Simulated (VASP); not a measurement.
# Cs2Be (P6/mmm) in VASP: notebook

One crystal, Cs2Be, is run at these levels: PBE; tasks: relaxation of cell and atoms, single point.

Everything below comes from runs of VASP 6.6.1. Logs are shortened: lines on timing, memory, paths and dates and some standing lists are left out, and cuts for length are marked.

### Step 1. The cell of the first run

The structure is hexagonal, space group P6/mmm (No. 191). Conventional cell: a = 5.383 Å, b = 5.383 Å, c = 3.990 Å, α = 90.00°, β = 90.00°, γ = 120.00°. Cs (site symmetry -6m2) has 3 Cs at 3.11 Å as nearest neighbours. Be (site symmetry 6/mmm) has 12 Cs at 3.69 Å and 2 Be at 3.99 Å as nearest neighbours.

The cell was built by a generator and needn't be a form met in nature.

### Step 2. Relaxation of cell and atoms, PBE (species swapped into the YHg2 type (P6/mmm, No. 191))

INCAR

```
PREC = Accurate
ENCUT = 600
EDIFF = 1E-7
ISMEAR = 0
SIGMA = 0.1
LREAL = F
LASPH = T
NELM = 100
ALGO = Normal
ISIF = 3
LWAVE = F
LCHARG = F
GGA = PE
IBRION = 2
NSW = 90
EDIFFG = -0.04
```

KPOINTS

```
regular mesh
0
Gamma
  6 6 4
```

POSCAR

```
Cs2Be
1.0
    5.3830686400      0.0000000000      0.0000000000
   -2.6915343200      4.6618741900      0.0000000000
    0.0000000000      0.0000000000      3.9896301800
Cs Be
2 1
Direct
    0.3333333300      0.6666666700      0.5000000000
    0.6666666700      0.3333333300      0.5000000000
    0.0000000000      0.0000000000      0.0000000000
```

Potentials or basis: VASP PAW PBE potentials, release 64 (Cs_sv, Be).

Run with:

```sh
cat potpaw_PBE.64/Cs_sv/POTCAR potpaw_PBE.64/Be/POTCAR > POTCAR
mpirun -np 1 vasp_std > vasp.out
```

OUTCAR:

```text
PREC = Accurate
   ENCUT = 600
   EDIFF = 1E-7
   ISMEAR = 0
   LREAL = F
   LASPH = T
   NELM = 100
   ISIF = 3
   GGA = PE
   IBRION = 2
   NSW = 90
   EDIFFG = -0.04

 ion  position               nearest neighbor table
   1  0.333  0.667  0.500-   2 3.11   2 3.11   2 3.11
   2  0.667  0.333  0.500-   1 3.11   1 3.11   1 3.11
   3  0.000  0.000  0.000-

  LATTYP: Found a hexagonal cell.
 ALAT       =     5.3830686400
 C/A-ratio  =     0.7411442147

  Lattice vectors:

 A1 = (   5.3830686400,   0.0000000000,   0.0000000000)
 A2 = (  -2.6915343200,   4.6618741900,   0.0000000000)
 A3 = (   0.0000000000,   0.0000000000,   3.9896301800)

Analysis of symmetry for initial positions (statically):
=====================================================================
 Subroutine PRICEL returns:
 Original cell was already a primitive cell.

 Routine SETGRP: Setting up the symmetry group for a
 hexagonal supercell.

 Subroutine GETGRP returns: Found 24 space group operations
 (whereof 24 operations were pure point group operations)
 out of a pool of 24 trial point group operations.

The static configuration has the point symmetry D_6h.

Analysis of symmetry for dynamics (positions and initial velocities):
=====================================================================
 Subroutine PRICEL returns:
 Original cell was already a primitive cell.

 Routine SETGRP: Setting up the symmetry group for a
 hexagonal supercell.

 Subroutine GETGRP returns: Found 24 space group operations
 (whereof 24 operations were pure point group operations)
 out of a pool of 24 trial point group operations.

The dynamic configuration has the point symmetry D_6h.

 Subroutine INISYM returns: Found 24 space group operations
 (whereof 24 operations are pure point group operations),
 and found     1 'primitive' translations

----------------------------------------------------------------------------------------

                                     Primitive cell

  volume of cell :     100.1205

  direct lattice vectors                    reciprocal lattice vectors
     5.383068640  0.000000000  0.000000000     0.185767648  0.107253002  0.000000000
    -2.691534320  4.661874190  0.000000000     0.000000000  0.214506003  0.000000000
     0.000000000  0.000000000  3.989630180     0.000000000  0.000000000  0.250649798

  length of vectors
     5.383068640  5.383068638  3.989630180     0.214506003  0.214506003  0.250649798

  position of ions in fractional coordinates (direct lattice)
     0.333333330  0.666666670  0.500000000
     0.666666670  0.333333330  0.500000000
     0.000000000  0.000000000  0.000000000

  ion indices of the primitive-cell ions
   primitive index   ion index
                 1           1
                 2           2
                 3           3

----------------------------------------------------------------------------------------

 KPOINTS: regular mesh

Automatic generation of k-mesh.
 Grid dimensions read from file:
 generate k-points for:    6    6    4

 Generating k-lattice:

  Cartesian coordinates                     Fractional coordinates (reciprocal lattice)
     0.030961275  0.017875500  0.000000000     0.166666667  0.000000000  0.000000000
     0.000000000  0.035751001  0.000000000     0.000000000  0.166666667  0.000000000
     0.000000000  0.000000000  0.062662450     0.000000000  0.000000000  0.250000000

  Length of vectors
     0.035751001  0.035751001  0.062662450

  Shift w.r.t. Gamma in fractional coordinates (k-lattice)
     0.000000000  0.000000000  0.000000000

 Subroutine IBZKPT returns following result:
 ===========================================

 Found     21 irreducible k-points:

 Following reciprocal coordinates:
            Coordinates               Weight
  0.000000  0.000000  0.000000      1.000000
  0.166667 -0.000000  0.000000      6.000000
  0.333333  0.000000  0.000000      6.000000
  0.500000 -0.000000  0.000000      3.000000
  0.166667  0.166667  0.000000      6.000000
  0.333333  0.166667  0.000000     12.000000
[... 13 lines left out ...]
  0.333333  0.166667  0.500000     12.000000
  0.333333  0.333333  0.500000      2.000000
   k-points           NKPTS =     21   k-points in BZ     NKDIM =     21   number of bands    NBANDS=     14
   number of dos      NEDOS =    301   number of ions     NIONS =      3
   total plane-waves  NPLWV =  73728
   dimension x,y,z NGX =    48 NGY =   48 NGZ =   32
   dimension x,y,z NGXF=    96 NGYF=   96 NGZF=   64
   ions per type =               2   1
   NGX,Y,Z   is equivalent  to a cutoff of  14.82, 14.82, 13.33 a.u.
   NGXF,Y,Z  is equivalent  to a cutoff of  29.65, 29.65, 26.67 a.u.
 SYSTEM =  unknown system
   PREC   = accura    normal or accurate (medium, high low for compatibility)
   ISTART =      0    job   : 0-new  1-cont  2-samecut
   ICHARG =      2    charge: 1-file 2-atom 10-const
   ISPIN  =      1    spin polarized calculation?
   LNONCOLLINEAR =      F non collinear calculations
   LSORBIT =      F    spin-orbit coupling
   LASPH  =      T    aspherical Exc in radial PAW
   ENCUT  =  600.0 eV  44.10 Ry    6.64 a.u.  10.75 10.75  7.97*2*pi/ulx,y,z
   NELM   =    100;   NELMIN=  2; NELMDL= -5     # of ELM steps
   EDIFF  = 0.1E-06   stopping-criterion for ELM
   LREAL  =      F    real-space projection
   EDIFFG = -.4E-01   stopping-criterion for IOM
   NSW    =     90    number of steps for IOM
   IBRION =      2    ionic relax: 0-MD 1-quasi-New 2-CG
   NFREE  =      1    steps in history (QN), initial steepest desc. (CG)
   ISIF   =      3    stress and relaxation
   ISYM   =      2    0-nonsym 1-usesym 2-fastsym
   POTIM  = 0.5000    time-step for ionic-motion
   TEBEG  =    0.0;   TEEND  =   0.0 temperature during run
   PSTRESS=    0.0 pullay stress
   NELECT =      20.0000    total number of electrons
   NUPDOWN=      -1.0000    fix difference up-down
   EMIN   =  10.00;   EMAX   =-10.00  energy-range for DOS
   EFERMI =   0.00;   METHOD = LEGACY
   ISMEAR =     0;   SIGMA  =   0.10  broadening in eV -4-tet -1-fermi 0-gaus
   EFERMI_NEDOS =   21; number of points for ismear=-14 and -15
   IALGO  =     38    algorithm
   IMIX   =      4    mixing-type and parameters
     AMIX     =   0.40;   BMIX     =  1.00
     AMIX_MAG =   1.60;   BMIX_MAG =  1.00
  volume/ion in A,a.u.               =      33.37       225.22
  Fermi-wavevector in a.u.,A,eV,Ry     =   0.956997  1.808462 12.460797  0.915843
  Thomas-Fermi vector in A             =   2.085975
   LORBIT       =      0    0 simple, 1 ext, 2 COOP (PROOUT), +10 PAW based schemes
   GGA     = PE    functional components
   LHFCALC =     F    Hartree Fock is set to
   AEXX    =    0.0000 exact exchange contribution
   IVDW    =     0    specifies the selected vdW correction
   LEPSILON=     F    determine dielectric tensor
   LRPA    =     F    only Hartree local field effects (RPA)
 conjugate gradient relaxation of ions
 non-spin polarized calculation
 Gauss-broadening in eV      SIGMA  =   0.10
  energy-cutoff  :      600.00
  volume of cell :      100.12
 maximum number of plane-waves:      3375
 NGX is ok and might be reduce to    48
   NGX = 21   NGY = 21   NGZ = 15

--------------------------------------- Ionic step        1  -------------------------------------------

 number of electron      19.9999997 magnetization

 Free energy of the ion-electron system (eV)
  ---------------------------------------------------
  ext. energy  EPLUGINS =         0.00000000
  ---------------------------------------------------
  free energy    TOTEN  =        -1.30984453 eV

  energy without entropy =       -1.28319612  energy(sigma->0) =       -1.29652033

------------------------ aborting loop because EDIFF is reached ----------------------------------------

  FORCE on cell =-STRESS in cart. coord.  units (eV):
  Direction    XX          YY          ZZ          XY          YZ          ZX
  --------------------------------------------------------------------------------------
  -------------------------------------------------------------------------------------
  Total        7.4048231      7.4048231      0.2483163      0.0000000     -0.0000000      0.0000000
  in kB      118.4955833    118.4955831      3.9736776      0.0000000     -0.0000000      0.0000000
  external PRESSURE =      80.3216147 kB  Pullay stress =       0.0000000 kB
[... 244 lines left out ...]
  energy  without entropy=       -2.4634699735  energy(sigma->0) =       -2.47112021

--------------------------------------- Ionic step        8  -------------------------------------------

 number of electron      19.9999997 magnetization

 Free energy of the ion-electron system (eV)
  ---------------------------------------------------
  ext. energy  EPLUGINS =         0.00000000
  ---------------------------------------------------
  free energy    TOTEN  =        -2.49450750 eV

  energy without entropy =       -2.47964280  energy(sigma->0) =       -2.48707515

 E-fermi :   1.6452     XC(G=0):  -7.0570

 val. band max:        1.6305885052   @ k =   0.3333   0.1667   0.5000
 cond. band min:       1.6658344549   @ k =   0.3333   0.3333   0.2500
 fundamental gap:      0.0352459498
 Fermi energy:         1.6451943820

 k-point     1 :       0.0000    0.0000    0.0000
  band No.  band energies     occupation
      1     -22.1627      2.00000
      2     -21.9095      2.00000
      3      -9.3981      2.00000
      4      -9.3981      2.00000
      5      -8.6668      2.00000
      6      -8.4341      2.00000
      7      -8.4341      2.00000
      8      -8.3948      2.00000
      9      -1.6630      2.00000
     10       1.9382      0.00003
     11       1.9382      0.00003
     12       2.3095      0.00000
     13       3.8026      0.00000
     14       4.1126      0.00000
[... 368 lines left out ...]
  FREE ENERGIE OF THE ION-ELECTRON SYSTEM (eV)
  ---------------------------------------------------
  free  energy   TOTEN  =        -2.4945074952 eV

  energy  without entropy=       -2.4796428037  energy(sigma->0) =       -2.48707515

 reached required accuracy - stopping structural energy minimisation
```

Wall time 1.7 min (1 thread of Intel Xeon 6975P-C (Granite Rapids), shared host); peak memory 0.28 GiB.

What came out:

```yaml
Free_energy: -2.4945 eV
Relaxed_volume: 52.52 Å³/atom
Relaxed_cell: a = 6.538 Å, b = 6.538 Å, c = 4.256 Å, α = 90.00°, β = 90.00°, γ = 120.00°
Space_group_after_relaxing_to_0.05_Å: P6/mmm (No. 191)
Energy_gained_by_relaxing: 394.9 meV/atom
Ionic_steps: 8
Pressure_after_relaxing: 0.1 GPa
Band_gap_on_the_k_mesh: none (metal or under the smearing width)
```

The path:
| step | energy change (eV) | largest force (eV/Å) | pressure (GPa) | volume (Å³) |
| --- | --- | --- | --- | --- |
| 1 | 0.0000 | 0.0000 | 8.03 | 100.12 |
| 2 | -1.0061 | 0.0000 | 1.98 | 125.88 |
| 3 | -1.1258 | 0.0000 | 0.94 | 136.85 |
| 4 | -1.1342 | 0.0000 | -0.10 | 160.22 |
| 5 | -1.1575 | 0.0000 | 0.19 | 150.48 |
| 6 | -1.1585 | 0.0000 | 0.28 | 148.09 |
| 7 | -1.1689 | 0.0000 | 0.23 | 150.45 |
| 8 | -1.1847 | 0.0000 | 0.08 | 157.56 |

Final structure:
```yaml
crystal:
  lattice:
    - [6.53801, 0.00000, 0.00000]
    - [-3.26901, 5.66209, 0.00000]
    - [0.00000, 0.00000, 4.25630]
  atoms:
    - { symbol: Cs, position: [0.33333, 0.66667, 0.50000] }
    - { symbol: Cs, position: [0.66667, 0.33333, 0.50000] }
    - { symbol: Be, position: [0.00000, 0.00000, 0.00000] }
```

Levels at points of the mesh, in eV from the Fermi level:
```tsv
k point	band 7	band 8	band 9	band 10	band 11	band 12	band 13	band 14
(0.00, 0.00, 0.00)	-10.08	-10.04	-3.31	0.29	0.29	0.66	2.16	2.47
(0.50, 0.00, 0.00)	-10.13	-9.95	-2.77	-0.88	0.44	0.78	1.98	2.33
(0.00, 0.00, 0.50)	-10.01	-10.01	-1.84	-0.62	0.84	0.84	0.88	0.88
(0.50, 0.00, 0.50)	-10.23	-9.89	-2.11	-0.19	-0.07	0.52	2.12	2.17
```

Caveat: the k mesh is coarse (spacing up to 0.39 Å⁻¹), so the values aren't converged; the volume moved by over 15 % at a fixed basis, so the end points are rough.

### Step 3. Single point, PBE (species swapped into the YHg2 type (P6/mmm, No. 191))

INCAR

```
SYSTEM = Cs2Be
PREC = Accurate
ENCUT = 520
EDIFF = 1E-6
ISMEAR = 0
SIGMA = 0.1
LREAL = .FALSE.
LASPH = .TRUE.
NELM = 100
ALGO = Normal
ISIF = 2
LWAVE = .FALSE.
LCHARG = .FALSE.
GGA = PE
NBANDS = 17
```

KPOINTS

```
regular mesh
0
G
  6 6 4
  0 0 0
```

POSCAR is that of step 2.

Potentials or basis: VASP PAW PBE potentials, release 64 (Cs_sv, Be).

Run with:

```sh
cat potpaw_PBE.64/Cs_sv/POTCAR potpaw_PBE.64/Be/POTCAR > POTCAR
mpirun -np 1 vasp_std > vasp.out
```

OUTCAR:

```text
SYSTEM = Cs2Be
   PREC = Accurate
   ENCUT = 520
   EDIFF = 1E-6
   ISMEAR = 0
   LREAL = .FALSE.
   LASPH = .TRUE.
   NELM = 100
   ISIF = 2
   GGA = PE

 ion  position               nearest neighbor table
   1  0.333  0.667  0.500-   2 3.11   2 3.11   2 3.11
   2  0.667  0.333  0.500-   1 3.11   1 3.11   1 3.11
   3  0.000  0.000  0.000-

  LATTYP: Found a hexagonal cell.
 ALAT       =     5.3830686400
 C/A-ratio  =     0.7411442147

  Lattice vectors:

 A1 = (   5.3830686400,   0.0000000000,   0.0000000000)
 A2 = (  -2.6915343200,   4.6618741900,   0.0000000000)
 A3 = (   0.0000000000,   0.0000000000,   3.9896301800)

Analysis of symmetry for initial positions (statically):
=====================================================================
 Subroutine PRICEL returns:
 Original cell was already a primitive cell.

 Routine SETGRP: Setting up the symmetry group for a
 hexagonal supercell.

 Subroutine GETGRP returns: Found 24 space group operations
 (whereof 24 operations were pure point group operations)
[... 160 lines left out ...]

  energy without entropy =       -1.28324743  energy(sigma->0) =       -1.29657212

 E-fermi :   3.5665     XC(G=0):  -8.6978

 val. band max:        3.5628242473   @ k =   0.3333   0.0000   0.2500
 cond. band min:       3.5777854369   @ k =   0.3333   0.1667   0.2500
 fundamental gap:      0.0149611896
 Fermi energy:         3.5665451167

 k-point     1 :       0.0000    0.0000    0.0000
  band No.  band energies     occupation
      1     -20.5218      2.00000
      2     -19.1191      2.00000
      3      -8.3009      2.00000
      4      -8.3009      2.00000
      5      -6.6580      2.00000
      6      -5.5067      2.00000
[... 397 lines left out ...]
      4      -7.1760      2.00000
      5      -7.1760      2.00000
      6      -6.6523      2.00000
[... 9 lines left out ...]
     16       8.0230      0.00000
     17       9.4521      0.00000

------------------------ aborting loop because EDIFF is reached ----------------------------------------

  FORCE on cell =-STRESS in cart. coord.  units (eV):
  Direction    XX          YY          ZZ          XY          YZ          ZX
  --------------------------------------------------------------------------------------
  -------------------------------------------------------------------------------------
  Total        7.4004053      7.4004053      0.2449715      0.0000000      0.0000000      0.0000000
  in kB      118.4248879    118.4248878      3.9201524      0.0000000      0.0000000      0.0000000
  external PRESSURE =      80.2566427 kB  Pullay stress =       0.0000000 kB

 VOLUME and BASIS-vectors are now :
 -----------------------------------------------------------------------------
  energy-cutoff  :      520.00
  volume of cell :      100.12
      direct lattice vectors                 reciprocal lattice vectors
     5.383068640  0.000000000  0.000000000     0.185767648  0.107253002  0.000000000
    -2.691534320  4.661874190  0.000000000     0.000000000  0.214506003  0.000000000
     0.000000000  0.000000000  3.989630180     0.000000000  0.000000000  0.250649798

 POSITION                                       TOTAL-FORCE (eV/Angst)
 -----------------------------------------------------------------------------------
     -0.00000      3.10792      1.99482         0.000000     -0.000000      0.000000
      2.69153      1.55396      1.99482        -0.000000      0.000000     -0.000000
      0.00000      0.00000      0.00000        -0.000000      0.000000      0.000000
 -----------------------------------------------------------------------------------
    total drift:                                0.000000     -0.000000      0.000000

  FREE ENERGIE OF THE ION-ELECTRON SYSTEM (eV)
  ---------------------------------------------------
  free  energy   TOTEN  =        -1.3098967998 eV

  energy  without entropy=       -1.2832474345  energy(sigma->0) =       -1.29657212
```

It took 11 s on 1 thread of Intel Xeon 6975P-C (Granite Rapids), shared host; peak memory 0.22 GiB.

What came out:

```
Free energy            : -1.3099 eV
Pressure               : 8.0 GPa
Band gap on the k mesh : none (metal or under the smearing width)
```

Stress tensor (GPa, compression positive):
```
11.84  0.00  0.00
 0.00 11.84  0.00
 0.00  0.00  0.39
```

Levels at points of the mesh, in eV from the Fermi level:
| k point | band 8 | band 9 | band 10 | band 11 | band 12 | band 13 |
| --- | --- | --- | --- | --- | --- | --- |
| (0.00, 0.00, 0.00) | -9.05 | -3.78 | 0.48 | 0.91 | 0.91 | 3.33 |
| (0.50, 0.00, 0.00) | -8.38 | -2.94 | -0.81 | 0.42 | 1.37 | 2.15 |
| (0.00, 0.00, 0.50) | -8.91 | -1.57 | -0.95 | 0.65 | 0.65 | 0.77 |
| (0.50, 0.00, 0.50) | -8.28 | -2.63 | -0.90 | -0.58 | 0.93 | 2.48 |

Caveat: the k mesh is coarse (spacing up to 0.39 Å⁻¹), so the values aren't converged. The run has no spin-orbit coupling, so splittings on Cs are missing.
